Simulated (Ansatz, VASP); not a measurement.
# Pd2Rh (Pd-Rh-Pd stack, (111) layers): VASP beside Ansatz

Wanted: the spread between two codes on one cell, functional and k mesh. The cell is taken from a series of runs on this material, whose earlier steps may have relaxed, scaled, displaced or heated it; both programs get it as it stands.

Calculated with Ansatz 0.2.0; plane waves, with VASP 6.6.1 beside it; PBEsol.

## (1) The structure

The cell holds 3 atoms: 2 Pd and 1 Rh. Its edges and angles: a = 2.665 Å, b = 2.665 Å, c = 32.576 Å, α = 90.0°, β = 90.0°, γ = 120.0°. It derives from Pd2Rh. Vacuum lies along c.

## (2) VASP: zone-centre phonons, PBEsol

Second derivatives magnify differences that forces hide, and they need a tight electronic threshold.

Lines of VASP's logs that name or quote its potential files are left out, and so is its time.

INCAR reads:

```
SYSTEM = Pd2Rh
PREC = Accurate
ENCUT = 500
EDIFF = 1E-08
NELM = 120
ISMEAR = -1
SIGMA = 0.1
LREAL = .FALSE.
ALGO = Normal
GGA = PS
NBANDS = 23
LASPH = .TRUE.
LORBIT = 11
LWAVE = .FALSE.
LCHARG = .FALSE.
ISIF = 2
IBRION = 8
GGA_COMPAT = .FALSE.
NELMDL = -8
KPAR = 2
```

POSCAR reads:

```
Pd2Rh
1.0
    2.6652741789     -0.0000028634      0.0000000000
   -1.3326346097      2.3081965786      0.0000000000
    0.0000000000      0.0000000000     32.5757230251
Pd Rh
2 1
Direct
    1.0000000000      0.0000000000      0.1678224854
    0.6666666666      0.3333333334      0.3045495319
    0.3333333333      0.6666666667      0.2361860086
```

KPOINTS reads:

```
Automatic mesh
0
Gamma
18 18 1
0 0 0
```

Potentials, in the order of the species: Pd and Rh_pv (PBE family, release 64).

Launch:

```bash
mpirun -np 2 vasp_std
```

Numbers of over 12 decimals in the logs are rounded to 6 here.

Output:

```text
[banner, memory and clock lines left out]
running    2 mpi-ranks, on    1 nodes
 distrk:  each k-point on    1 cores,    2 groups
 distr:  one band on    1 cores,    1 groups

 POSCAR found type information on POSCAR PdRh
 POSCAR found :  2 types and       3 ions
|                                                                             |
|               ----> ADVICE to this user running VASP <----                  |
|                                                                             |
|     You enforced a specific xc type in the INCAR file but a different       |
|     [... a line on the potential file left out ...]
|     I HOPE YOU KNOW WHAT YOU ARE DOING!                                     |
|                                                                             |

 LDA part: xc-table for (Slater+PW92), standard interpolation
 POSCAR, INCAR and KPOINTS ok, starting setup
 FFT: planning ... GRIDC
 FFT: planning ... GRID_SOFT
 FFT: planning ... GRID
 WAVECAR not read
 entering main loop
       N       E                     dE             d eps       ncg     rms          rms(c)
DAV:   1     0.207883249511E+03    0.20788E+03   -0.17097E+04  2126   0.119E+03
DAV:   2    -0.128607631329E+02   -0.22074E+03   -0.21281E+03  2024   0.283E+02
DAV:   3    -0.198128646816E+02   -0.69521E+01   -0.67252E+01  2011   0.516E+01
DAV:   4    -0.199249448815E+02   -0.11208E+00   -0.11192E+00  2395   0.670E+00
DAV:   5    -0.199266819935E+02   -0.17371E-02   -0.17370E-02  2255   0.712E-01
DAV:   6    -0.199267666991E+02   -0.84706E-04   -0.84705E-04  2525   0.138E-01
DAV:   7    -0.199267692263E+02   -0.25272E-05   -0.25273E-05  2317   0.170E-02
DAV:   8    -0.199267693619E+02   -0.13559E-06   -0.13542E-06  2184   0.306E-03    0.157E+01
DAV:   9    -0.187787388109E+02    0.11480E+01   -0.37981E+00  1800   0.163E+01    0.669E+00
DAV:  10    -0.191683856854E+02   -0.38965E+00   -0.21335E+00  1835   0.135E+01    0.755E+00
DAV:  11    -0.187761997922E+02    0.39219E+00   -0.21217E+00  1919   0.162E+01    0.327E+00
DAV:  12    -0.186757126642E+02    0.10049E+00   -0.43226E-01  1866   0.617E+00    0.872E-01
DAV:  13    -0.186667463823E+02    0.89663E-02   -0.26556E-02  1944   0.169E+00    0.188E-01
DAV:  14    -0.186663067891E+02    0.43959E-03   -0.14787E-03  2021   0.303E-01    0.968E-02
[...]
DAV:  24    -0.186671991462E+02   -0.37340E-05   -0.12310E-07  1462   0.855E-04    0.168E-04
DAV:  25    -0.186672008305E+02   -0.16843E-05   -0.51815E-08  1349   0.572E-04    0.251E-04
DAV:  26    -0.186672016116E+02   -0.78106E-06   -0.16838E-08  1341   0.326E-04    0.983E-05
DAV:  27    -0.186672017955E+02   -0.18389E-06   -0.61626E-10  1502   0.110E-04    0.638E-05
DAV:  28    -0.186672020407E+02   -0.24526E-06   -0.92220E-10  1320   0.118E-04    0.368E-05
DAV:  29    -0.186672020767E+02   -0.35999E-07    0.15786E-10  1425   0.811E-05    0.148E-05
DAV:  30    -0.186672021027E+02   -0.25945E-07    0.14138E-10  1194   0.520E-05    0.971E-06
DAV:  31    -0.186672021068E+02   -0.41291E-08    0.27681E-10  1201   0.217E-05
   1 F= -.18667202E+02 E0= -.18574199E+02  d E =-.186006E+00
 Linear response reoptimize wavefunctions to high precision
DAV:   1    -0.186672021081E+02   -0.13097E-08    0.28869E-10  1089   0.942E-06
DAV:   2    -0.186672021081E+02   -0.29104E-10    0.29665E-10  1222   0.449E-06
 Linear response DOF=           4
 Linear response progress:
  Degree of freedom:   1/  4
       N       E                     dE             d eps       ncg     rms          rms(c)
RMM:   1    -0.237023715917E+00   -0.23702E+00   -0.23198E-01 12394   0.300E+00
RMM:   2    -0.236097125114E+00    0.92659E-03   -0.17062E-02 10854   0.723E-01    0.102E-01
RMM:   3    -0.235791950153E+00    0.30517E-03   -0.25781E-04 11416   0.114E-01    0.570E-02
RMM:   4    -0.235420741408E+00    0.37121E-03   -0.35497E-04 11560   0.966E-02    0.123E-02
RMM:   5    -0.235374073194E+00    0.46668E-04   -0.55418E-06 11995   0.165E-02    0.104E-02
RMM:   6    -0.235358453030E+00    0.15620E-04   -0.29666E-06 11831   0.945E-03    0.270E-02
RMM:   7    -0.235272662726E+00    0.85790E-04   -0.22577E-06 11932   0.909E-03    0.197E-03
RMM:   8    -0.235269947581E+00    0.27151E-05    0.21638E-07 11673   0.277E-03    0.236E-03
RMM:   9    -0.235268490540E+00    0.14570E-05    0.84504E-08 11748   0.145E-03    0.271E-04
RMM:  10    -0.235265782454E+00    0.27081E-05   -0.11151E-08 12692   0.284E-04    0.848E-05
RMM:  11    -0.235265190251E+00    0.59220E-06    0.98141E-09 12499   0.855E-05    0.417E-05
RMM:  12    -0.235265265898E+00   -0.75647E-07    0.22266E-09 12888   0.490E-05    0.165E-05
RMM:  13    -0.235265275880E+00   -0.99825E-08    0.24514E-10 13149   0.219E-05    0.546E-06
 first order change of Fermi-energy   0.26923E-03
 force on displaced ion       1 direction 1 :  -1.300   0.000   0.001
 Linear response progress:
  Degree of freedom:   2/  4
       N       E                     dE             d eps       ncg     rms          rms(c)
RMM:   1    -0.313804730744E+00   -0.31380E+00   -0.23638E-01  3267   0.326E+00
RMM:   2    -0.313162803689E+00    0.64193E-03   -0.12850E-02  2515   0.651E-01    0.241E-01
RMM:   3    -0.320807190718E+00   -0.76444E-02   -0.34266E-03  2634   0.341E-01    0.899E-01
RMM:   4    -0.313443099384E+00    0.73641E-02   -0.14824E-03  2595   0.234E-01    0.183E-01
RMM:   5    -0.314789237652E+00   -0.13461E-02   -0.14733E-03  2609   0.241E-01    0.393E-01
RMM:   6    -0.313784169137E+00    0.10051E-02   -0.76808E-04  2577   0.174E-01    0.298E-02
RMM:   7    -0.313751577214E+00    0.32592E-04   -0.30857E-05  2671   0.307E-02    0.154E-02
RMM:   8    -0.313637003794E+00    0.11457E-03   -0.54746E-06  2616   0.143E-02    0.104E-02
RMM:   9    -0.313608554631E+00    0.28449E-04   -0.11923E-06  2669   0.685E-03    0.223E-03
RMM:  10    -0.313610267805E+00   -0.17132E-05   -0.77574E-08  2796   0.160E-03    0.820E-04
RMM:  11    -0.313610907002E+00   -0.63920E-06   -0.20831E-08  2729   0.716E-04    0.268E-04
RMM:  12    -0.313612913746E+00   -0.20067E-05   -0.11571E-08  2778   0.411E-04    0.277E-04
RMM:  13    -0.313615531145E+00   -0.26174E-05   -0.25011E-08  2845   0.334E-04    0.194E-04
RMM:  14    -0.313618053331E+00   -0.25222E-05   -0.44410E-08  2934   0.347E-04    0.831E-05
RMM:  15    -0.313618199299E+00   -0.14597E-06    0.30463E-08  2902   0.160E-04    0.314E-05
RMM:  16    -0.313618285417E+00   -0.86118E-07   -0.27331E-08  2927   0.114E-04    0.201E-05
RMM:  17    -0.313618244759E+00    0.40658E-07   -0.35691E-08  2888   0.581E-05    0.787E-06
RMM:  18    -0.313618200722E+00    0.44037E-07   -0.73089E-09  2988   0.433E-05    0.440E-06
RMM:  19    -0.313618211266E+00   -0.10544E-07   -0.10216E-08  2729   0.258E-05    0.270E-06
RMM:  20    -0.313618213165E+00   -0.18988E-08   -0.56898E-10  2656   0.191E-05    0.134E-06
 first order change of Fermi-energy   0.29708E+00
 force on displaced ion       1 direction 3 :  -0.000   0.000  -6.122
 Linear response progress:
  Degree of freedom:   3/  4
       N       E                     dE             d eps       ncg     rms          rms(c)
RMM:   1    -0.348138275356E+00   -0.34814E+00    0.25279E+01  4315   0.720E+01
RMM:   2    -0.475271688385E+00   -0.12713E+00   -0.14467E-01  6296   0.305E+00    0.122E-01
RMM:   3    -0.474918330851E+00    0.35336E-03   -0.23169E-03  7179   0.336E-01    0.647E-02
RMM:   4    -0.473690434900E+00    0.12279E-02   -0.50062E-04  7337   0.154E-01    0.175E-02
RMM:   5    -0.473615462220E+00    0.74973E-04   -0.50955E-05  7652   0.432E-02    0.217E-02
RMM:   6    -0.473600728750E+00    0.14733E-04   -0.30277E-05  7043   0.238E-02    0.135E-02
RMM:   7    -0.473560773705E+00    0.39955E-04   -0.20623E-05  6979   0.141E-02    0.937E-04
RMM:   8    -0.473555297259E+00    0.54764E-05   -0.11909E-05  8010   0.444E-03    0.506E-04
RMM:   9    -0.473558918439E+00   -0.36212E-05   -0.87915E-06  7969   0.179E-03    0.201E-04
RMM:  10    -0.473562204494E+00   -0.32861E-05   -0.67341E-06  8022   0.101E-03    0.567E-05
RMM:  11    -0.473562825024E+00   -0.62053E-06   -0.36969E-06  8002   0.637E-04    0.275E-05
RMM:  12    -0.473562908360E+00   -0.83336E-07   -0.28108E-06  8454   0.403E-04    0.136E-05
RMM:  13    -0.473562935073E+00   -0.26713E-07   -0.17502E-06  7958   0.272E-04    0.767E-06
RMM:  14    -0.473563014611E+00   -0.79539E-07   -0.12384E-06  7919   0.196E-04    0.300E-06
RMM:  15    -0.473563079925E+00   -0.65313E-07   -0.92947E-07  7489   0.146E-04    0.139E-06
RMM:  16    -0.473563101348E+00   -0.21423E-07   -0.75091E-07  7720   0.108E-04    0.146E-06
RMM:  17    -0.473563151265E+00   -0.49917E-07   -0.42898E-07  7376   0.853E-05    0.481E-07
RMM:  18    -0.473563157479E+00   -0.62146E-08   -0.31351E-07  6361   0.631E-05    0.706E-07
RMM:  19    -0.473563159360E+00   -0.18802E-08   -0.22997E-07  4025   0.490E-05    0.109E-06
RMM:  20    -0.473563112389E+00    0.46971E-07   -0.17343E-07  7669   0.422E-05    0.410E-06
RMM:  21    -0.473563120391E+00   -0.80020E-08   -0.10632E-07  4359   0.315E-05    0.410E-06
RMM:  22    -0.473563124176E+00   -0.37853E-08   -0.82712E-08  4117   0.256E-05    0.420E-06
 first order change of Fermi-energy   0.18252E-02
 force on displaced ion       3 direction 1 :  -2.954   0.000   0.000
 Linear response progress:
  Degree of freedom:   4/  4
       N       E                     dE             d eps       ncg     rms          rms(c)
RMM:   1    -0.550250604593E+00   -0.55025E+00    0.27005E+01  1807   0.732E+01
RMM:   2    -0.687506582962E+00   -0.13726E+00   -0.16119E-01  2535   0.315E+00    0.231E-01
RMM:   3    -0.689836837091E+00   -0.23303E-02   -0.31744E-03  2969   0.379E-01    0.457E-01
RMM:   4    -0.688370922758E+00    0.14659E-02   -0.24665E-04  2828   0.107E-01    0.221E-01
RMM:   5    -0.687781532175E+00    0.58939E-03   -0.23402E-04  2810   0.105E-01    0.529E-02
RMM:   6    -0.687679309038E+00    0.10222E-03   -0.51157E-05  2943   0.378E-02    0.364E-02
RMM:   7    -0.687664902400E+00    0.14407E-04   -0.14669E-05  2811   0.249E-02    0.220E-02
RMM:   8    -0.687607605389E+00    0.57297E-04   -0.65515E-06  2769   0.162E-02    0.187E-03
RMM:   9    -0.687610096771E+00   -0.24914E-05   -0.27338E-06  3132   0.408E-03    0.635E-04
RMM:  10    -0.687609945580E+00    0.15119E-06   -0.15037E-06  3178   0.149E-03    0.231E-04
RMM:  11    -0.687609494727E+00    0.45085E-06   -0.11677E-06  3161   0.874E-04    0.137E-04
RMM:  12    -0.687609303409E+00    0.19132E-06   -0.61558E-07  3077   0.517E-04    0.780E-05
RMM:  13    -0.687609470064E+00   -0.16666E-06   -0.67879E-07  3006   0.508E-04    0.515E-05
RMM:  14    -0.687609474661E+00   -0.45968E-08   -0.33287E-07  3154   0.296E-04    0.595E-05
RMM:  15    -0.687609432977E+00    0.41684E-07   -0.50536E-07  3179   0.247E-04    0.204E-05
RMM:  16    -0.687609470730E+00   -0.37753E-07   -0.39352E-07  3142   0.188E-04    0.988E-06
RMM:  17    -0.687609507861E+00   -0.37131E-07   -0.34941E-07  3156   0.116E-04    0.675E-06
RMM:  18    -0.687609533355E+00   -0.25494E-07   -0.15851E-07  3121   0.901E-05    0.318E-06
RMM:  19    -0.687609542184E+00   -0.88285E-08   -0.47554E-08  3121   0.672E-05    0.256E-06
 first order change of Fermi-energy   0.11782E-01
 force on displaced ion       3 direction 3 :   0.000  -0.000 -11.438
 Linear response finished
```

Parts of OUTCAR (step 2):

```text
ion  position               nearest neighbor table
   1  0.000  0.000  0.168-   3 2.71   3 2.71   3 2.71
   2  0.667  0.333  0.305-   3 2.71   3 2.71   3 2.71
   3  0.333  0.667  0.236-   1 2.71   1 2.71   1 2.71   2 2.71   2 2.71   2 2.71

  LATTYP: Found a hexagonal cell.
 ALAT       =     2.6652741789
 C/A-ratio  =    12.2222783993

 Subroutine GETGRP returns: Found 12 space group operations
 (whereof  6 operations were pure point group operations)

The static configuration has the point symmetry C_3v.
 The point group associated with its full space group is D_3d.

 Found     37 irreducible k-points:

   k-points           NKPTS =     37   k-points in BZ     NKDIM =     37   number of bands    NBANDS=     23

   dimension x,y,z NGX =    20 NGY =   20 NGZ =  240
   dimension x,y,z NGXF=    40 NGYF=   40 NGZF=  480

   ENCUT  =  500.0 eV  36.75 Ry    6.06 a.u.   4.86  4.86 59.39*2*pi/ulx,y,z

   NELECT =      35.0000    total number of electrons

 k-points in reciprocal lattice and weights: Automatic mesh
   0.00000000  0.00000000  0.00000000       0.003
   0.05555556  0.00000000  0.00000000       0.019
   0.11111111  0.00000000  0.00000000       0.019
   0.16666667 -0.00000000  0.00000000       0.019
   0.22222222 -0.00000000  0.00000000       0.019
   0.27777778  0.00000000  0.00000000       0.019
   0.33333333 -0.00000000  0.00000000       0.019
   0.38888889 -0.00000000  0.00000000       0.019
   0.44444444 -0.00000000  0.00000000       0.019
[...]
0.33333333  0.27777778  0.00000000       0.037
   0.33333333  0.33333333  0.00000000       0.006

 average (electrostatic) potential at core
       1 -82.0756       2 -82.0756       3 -84.1452

  Total        0.1997412      0.1997412     -0.0751863     -0.0000000      0.0000000      0.0000000
  in kB        1.5968708      1.5968708     -0.6010922     -0.0000000      0.0000000      0.0000000
  external PRESSURE =       0.8642165 kB  Pullay stress =       0.0000000 kB

  energy-cutoff  :      500.00
  volume of cell :      200.40
      direct lattice vectors                 reciprocal lattice vectors
     2.665274179 -0.000002863  0.000000000     0.375196154  0.216619063  0.000000000
    -1.332634610  2.308196579  0.000000000     0.000000465  0.433238932  0.000000000
     0.000000000  0.000000000 32.575723025     0.000000000  0.000000000  0.030697707

 POSITION                                       TOTAL-FORCE (eV/Angst)
 -----------------------------------------------------------------------------------
      0.00000      0.00000      5.46694         0.000000      0.000000      0.013469
      1.33264      0.76940      9.92092        -0.000000     -0.000000     -0.013469
      0.00000      1.53880      7.69393        -0.000000      0.000000      0.000000
 -----------------------------------------------------------------------------------
    total drift:                                0.000001     -0.000000     -0.000121

 Eigenvectors and eigenvalues of the dynamical matrix
 ----------------------------------------------------

   1 f  =    6.347648 THz    39.883446 2PiTHz  211.734732 cm-1    26.251749 meV
             X         Y         Z           dx          dy          dz
      0.000000  0.000000  5.466939     0.000000   -0.000000   -0.403614
      1.332638  0.769397  9.920921     0.000000   -0.000000   -0.403614
      0.000002  1.538797  7.693930     0.000000    0.000000    0.821092

   2 f  =    3.871797 THz    24.327218 2PiTHz  129.149247 cm-1    16.012459 meV
             X         Y         Z           dx          dy          dz
      0.000000  0.000000  5.466939     0.000000    0.000000    0.707107
      1.332638  0.769397  9.920921    -0.000000    0.000000   -0.707107
      0.000002  1.538797  7.693930    -0.000000    0.000000    0.000000

   3 f  =    3.226749 THz    20.274263 2PiTHz  107.632766 cm-1    13.344756 meV
             X         Y         Z           dx          dy          dz
      0.000000  0.000000  5.466939    -0.398208    0.067214    0.000000
      1.332638  0.769397  9.920921    -0.398208    0.067214   -0.000000
      0.000002  1.538797  7.693930     0.809419   -0.136623    0.000000

   4 f  =    3.226749 THz    20.274263 2PiTHz  107.632766 cm-1    13.344756 meV
             X         Y         Z           dx          dy          dz
      0.000000  0.000000  5.466939    -0.067214   -0.398208   -0.000000
      1.332638  0.769397  9.920921    -0.067214   -0.398208   -0.000000
      0.000002  1.538797  7.693930     0.136623    0.809419    0.000000

   5 f  =    1.605058 THz    10.084876 2PiTHz   53.538969 cm-1     6.637983 meV
             X         Y         Z           dx          dy          dz
      0.000000  0.000000  5.466939     0.697245   -0.117685   -0.000000
      1.332638  0.769397  9.920921    -0.697245    0.117685    0.000000
      0.000002  1.538797  7.693930     0.000000   -0.000000    0.000000

   6 f  =    1.605058 THz    10.084876 2PiTHz   53.538969 cm-1     6.637983 meV
             X         Y         Z           dx          dy          dz
      0.000000  0.000000  5.466939    -0.117685   -0.697245   -0.000000
      1.332638  0.769397  9.920921     0.117685    0.697245    0.000000
      0.000002  1.538797  7.693930    -0.000000    0.000000    0.000000

   7 f/i=    0.000715 THz     0.004491 2PiTHz    0.023841 cm-1     0.002956 meV
             X         Y         Z           dx          dy          dz
      0.000000  0.000000  5.466939     0.000000   -0.000000   -0.580600
      1.332638  0.769397  9.920921     0.000000   -0.000000   -0.580600
      0.000002  1.538797  7.693930     0.000000    0.000000   -0.570796

   8 f/i=    0.000897 THz     0.005635 2PiTHz    0.029914 cm-1     0.003709 meV
             X         Y         Z           dx          dy          dz
      0.000000  0.000000  5.466939    -0.027657    0.579783   -0.000000
      1.332638  0.769397  9.920921    -0.027657    0.579783    0.000000
      0.000002  1.538797  7.693930    -0.027213    0.570468    0.000000

   9 f/i=    0.000897 THz     0.005635 2PiTHz    0.029914 cm-1     0.003709 meV
             X         Y         Z           dx          dy          dz
      0.000000  0.000000  5.466939     0.579783    0.027657    0.000000
      1.332638  0.769397  9.920921     0.579783    0.027657   -0.000000
      0.000002  1.538797  7.693930     0.570468    0.027213    0.000000

 ELASTIC MODULI CONTR FROM IONIC RELAXATION (kBar)
 Direction    XX          YY          ZZ          XY          YZ          ZX
 --------------------------------------------------------------------------------
 XX        -131.1473   -104.1652   -247.4561      0.0000     29.5866      0.0001
 YY        -104.1652   -131.1473   -247.4561      0.0000    -29.5866     -0.0001
 ZZ        -247.4561   -247.4561   -520.4528      0.0000      0.0000      0.0000
 XY           0.0000      0.0000      0.0000    -13.4911     -0.0001     16.3645
 YZ          29.5866    -29.5866      0.0000     -0.0001    -64.8847      0.0000
 ZX           0.0001     -0.0001      0.0000     16.3645      0.0000    -19.8500
 --------------------------------------------------------------------------------
```

(Continued in part 2 of 2.)

[Lines on the potential files, build, host, timing and source positions are cut from VASP's logs without a mark.]

[Logs are printed without paths, hosts, clocks, repeated set-up lines and the standing remarks that a program may print on its own settings, such as how far it seeks lower states.]

[Hosts, paths, dates, database ids (printed as entryN), source tags and the programs' standing remarks are cut or masked in the printed files.]
